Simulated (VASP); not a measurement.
Write the native input for VASP 6.6.1 that does the following.

```
Task                   : band structure
Functional             : PBE
Potentials or basis    : VASP PAW PBE potentials, release 64 (Hf_pv, In_d, Se)
Cutoff                 : 520 eV
k mesh                 : 8 × 8 × 2
Occupations            : gaussian, width 0.03 eV
Spin                   : no spin polarisation
Further INCAR settings : ALGO = Normal; EDIFF = 1e-06; NBANDS = 43
```

The structure of HfIn2Se5 lies in POSCAR:

```
HfIn2Se5
1.0
    3.9654010000      0.0000000000      0.0000000000
   -1.9827010000      3.4341380000      0.0000000000
    0.0000000000      0.0000000000     17.6374300000
Hf In Se
1 2 5
Direct
    0.0000000000      0.0000000000      0.0000810000
    0.6666670000      0.3333330000      0.6219470000
    0.3333330000      0.6666670000      0.3803090000
    0.0000000000      0.0000000000      0.6965050000
    0.6666670000      0.3333330000      0.4775420000
    0.0000000000      0.0000000000      0.3016080000
    0.3333330000      0.6666670000      0.0835650000
    0.6666670000      0.3333330000      0.9154760000
```

The cell was built by a generator and needn't be a form met in nature.

The input as run:

INCAR

```
SYSTEM = HfIn2Se5
PREC = Accurate
ENCUT = 520
EDIFF = 1E-6
ISMEAR = 0
SIGMA = 0.03
LREAL = .FALSE.
LASPH = .TRUE.
NELM = 60
ALGO = Normal
ISIF = 2
LWAVE = .FALSE.
LCHARG = .FALSE.
LMAXMIX = 4
GGA = PE
NBANDS = 43
```

KPOINTS

```
regular mesh
0
G
  8 8 2
  0 0 0
```

KPOINTS_OPT

```
path GMKGALHA,LM,KH
15
line-mode
reciprocal
 0.0000000000  0.0000000000  0.0000000000  G
 0.5000000000  0.0000000000  0.0000000000  M

 0.5000000000  0.0000000000  0.0000000000  M
 0.3333333333  0.3333333333  0.0000000000  K

 0.3333333333  0.3333333333  0.0000000000  K
 0.0000000000  0.0000000000  0.0000000000  G

 0.0000000000  0.0000000000  0.0000000000  G
 0.0000000000  0.0000000000  0.5000000000  A

 0.0000000000  0.0000000000  0.5000000000  A
 0.5000000000  0.0000000000  0.5000000000  L

 0.5000000000  0.0000000000  0.5000000000  L
 0.3333333333  0.3333333333  0.5000000000  H

 0.3333333333  0.3333333333  0.5000000000  H
 0.0000000000  0.0000000000  0.5000000000  A

 0.5000000000  0.0000000000  0.5000000000  L
 0.5000000000  0.0000000000  0.0000000000  M

 0.3333333333  0.3333333333  0.0000000000  K
 0.3333333333  0.3333333333  0.5000000000  H
```

Potentials or basis: VASP PAW PBE potentials, release 64 (Hf_pv, In_d, Se).

Launch:

```bash
$ cat potpaw_PBE.64/Hf_pv/POTCAR potpaw_PBE.64/In_d/POTCAR potpaw_PBE.64/Se/POTCAR > POTCAR
$ mpirun -np 1 vasp_std > vasp.out
```

It gave:

```json
{"Pressure": "0.0 GPa", "Largest force": "0.004 eV/Å", "Band gap on the k mesh": "0.73 eV, indirect (least direct gap 0.93 eV)", "Band gap along the path": "0.73 eV, indirect (least direct gap 0.93 eV)"}
```

Caveat: spin-orbit coupling is left out, which moves the levels of the heavy elements; this functional lacks dispersion, which binds the layers, so the pressure and a relaxed spacing across them are unreliable.

It took 36 min on 1 thread of Intel(R) Xeon(R) Platinum 8375C CPU @ 2.90GHz (Ice Lake), on a shared host, peak memory 0.57 GiB.
